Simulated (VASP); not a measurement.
```
SnSe2
1.0
    1.94642    -3.37129     0.00000
    1.94642     3.37129     0.00000
    0.00000     0.00000     6.71157
Sn Se
1 2
Direct
  0.00000   0.00000   0.00000
  0.33333   0.66667   0.23814
  0.66667   0.33333   0.76186
```

Computed with MS2 meta-GGA, VASP's PBE PAW potentials (set 64) (plane waves; VASP 6.6.1). Run with 520 eV cut-off, 7×7×4 Γ-centred mesh, Gaussian smearing of 0.050 eV, potentials Sn_d Se.

### Question
The ions and cell shape at fixed volume are relaxed. Which structure does the run end with?

### Answer

```
SnSe2
1.0
    1.91006    -3.30832     0.00000
    1.91006     3.30832     0.00000
    0.00000     0.00000     6.96950
Sn Se
1 2
Cartesian
  0.00000   0.00000   0.00000
  1.91006   1.10278   1.56832
  1.91006  -1.10278   5.40118
```
Space group P-3m1 (164), at a tolerance of 0.03 Å.

### Question
How much energy does the relaxation gain?

### Answer
The energy (σ→0) changes by -15.3 meV/atom, in 7 ionic steps.

The compound is SnSe2 in the 1T layered structure. This cell is one point of a volume scan, at 1.06 of the reference volume. Symmetry was kept, so distortions that lower it aren't found.
